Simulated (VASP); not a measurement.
All values below come from r2SCAN meta-GGA, VASP's PBE PAW potentials (set 64) (plane waves; VASP).

VASP ran on this input.

### KPOINTS_OPT
```
k-points along high-symmetry lines
6
Line-mode
Reciprocal
  0.000000   0.000000   0.000000 ! GAMMA
  0.500000   0.000000   0.000000 ! M

  0.500000   0.000000   0.000000 ! M
  0.333333   0.333333   0.000000 ! K

  0.333333   0.333333   0.000000 ! K
  0.000000   0.000000   0.000000 ! GAMMA

  0.000000   0.000000   0.000000 ! GAMMA
  0.000000   0.000000   0.500000 ! A

  0.000000   0.000000   0.500000 ! A
  0.500000   0.000000   0.500000 ! L

  0.500000   0.000000   0.500000 ! L
  0.333333   0.333333   0.500000 ! H

  0.333333   0.333333   0.500000 ! H
  0.000000   0.000000   0.500000 ! A

  0.500000   0.000000   0.500000 ! L
  0.500000   0.000000   0.000000 ! M

  0.333333   0.333333   0.500000 ! H
  0.333333   0.333333   0.000000 ! K
```

POSCAR:
```
ErSi2
1
    5.3065663942     0.0000000000     0.0000000000
   -2.6532831971     4.5956220547     0.0000000000
    0.0000000000     0.0000000000     7.1793491300
Er Si
3 6
Direct
  0.5000000000   0.0000000000   0.0000000000
  0.5000000000   0.5000000000   0.3333330000
  0.0000000000   0.5000000000   0.6666670000
  0.1329396006   0.2658792012   0.0000000000
  0.8670603995   0.1329396006   0.3333330000
  0.7341207988   0.8670603994   0.6666670000
  0.8670603994   0.7341207988   0.0000000000
  0.1329396005   0.8670603994   0.3333330000
  0.2658792012   0.1329396006   0.6666670000
```

**KPOINTS**
```
Automatic mesh
0
Gamma
8 8 5
0 0 0
```

**INCAR**
```
! general
SYSTEM  = ErSi2
PREC    = Accurate
ENCUT   = 400   ! plane-wave cut-off (eV)
LREAL   = .FALSE.
LASPH   = .TRUE.   ! aspherical one-centre terms

! electronic loop
EDIFF   = 1E-7   ! SCF stop (eV)
NELM    = 100
ALGO    = Normal
LMAXMIX = 6
LMIXTAU = .TRUE.

! smearing
ISMEAR  = -5   ! tetrahedra, Bloechl

! functional
METAGGA = R2SCAN

! ions
ISIF    = 2

! output
LWAVE   = .FALSE.
LCHARG  = .FALSE.
LORBIT  = 11   ! lm-projected
NEDOS   = 601

! other
LEFG    = .TRUE.
```

POTCAR, in this order: Er_3 Si (PBE.64 set). Program: vasp_std.

Task: What will the output report for the number of irreducible k-points (NKPTS), number of bands (NBANDS), largest plane-wave count, number of space-group operations, FFT grid (NGX, NGY, NGZ)?

Result: 
```
Property                                       Value
--------------------------------------  ------------
number of irreducible k-points (NKPTS)            30
number of bands (NBANDS)                          30
largest plane-wave count                        3205
number of space-group operations                  12
FFT grid (NGX, NGY, NGZ)                36 × 36 × 48
```

The structure was generated: ErSi2 was put into the CrSi2 type (P6_222), which need not be its known phase. It was relaxed first. The electron count is odd and the run is not spin-polarised, which forces a metal. The 4f electrons are frozen in the core of the lanthanide potential, so 4f levels, which can set the real gap, and their magnetism are missing.
